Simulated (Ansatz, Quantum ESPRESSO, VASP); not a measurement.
# Code comparison for Ag (P6_3/mmc, 4 atoms in the cell)

Self-consistent single point.

```yaml
crystal:
  lattice:
    - [2.98216, 0.00000, 0.00000]
    - [-1.49108, 2.58263, 0.00000]
    - [0.00000, 0.00000, 9.69463]
  atoms:
    - { symbol: Ag, position: [0.00000, 0.00000, 0.00000] }
    - { symbol: Ag, position: [0.00000, 0.00000, 0.50000] }
    - { symbol: Ag, position: [0.33333, 0.66667, 0.25000] }
    - { symbol: Ag, position: [0.66667, 0.33333, 0.75000] }
```

All programs got the same cell, k-point mesh and kind of occupations (in Ansatz's words: kpoints.mp_grid.grid = 13 13 4; scf.occupations.method = fermi_dirac; scf.occupations.width = 0.1 eV); potentials, basis and cutoffs are each program's usual ones.

```csv
code,model,pressure (GPa),cutoff
Ansatz,"LDA (PW92), default PAW files made with PBE",-13.70,420 eV
Quantum ESPRESSO,"LDA (PZ), PSlibrary ultrasoft (LDA) pseudopotentials",-15.29,50 Ry
VASP,"LDA (PZ), VASP's LDA PAW potentials (set 64)",-13.71,300 eV
```

The spread over the programs that give each value: pressure within 1.59 GPa.

The starting cell comes from a database of computed structures (which also holds hypothetical and non-ambient phases and stackings), without a prior relaxation at this level. Its lattice was rescaled by a random factor within 2.5 % of one. On Ansatz's run: In the base run, with a pressure of about -14 GPa the cell is away from its equilibrium volume at this level.

Why do the programs differ, and what cannot be compared?

Differences of this kind can come from the potentials, where these differ, and from what each basis and cutoff leave unconverged. The valence holds different numbers of electrons (Ansatz (a first-principles code) 76, Quantum ESPRESSO 44, VASP 44). The zero of total energies and Fermi levels follows the potentials and each program's conventions, so they are not compared here. Ansatz's pressure is given at a fixed set of plane waves, as the other plane-wave codes print theirs. The same LDA comes in different parametrisations, which differ slightly. In the pressure, Quantum ESPRESSO (by 1.57) lies more than 1 GPa from the median of the plane-wave programs.

VASP's run is marked for a possible Pulay error in its stress at this cutoff; no cutoff test was made.

Left out of this page: ABINIT (stopped by limits of time or memory); GPAW and SIESTA (not drawn, or without a comparable value); FLEUR (with a known weakness of the program).

Keys are those of Ansatz 0.2.
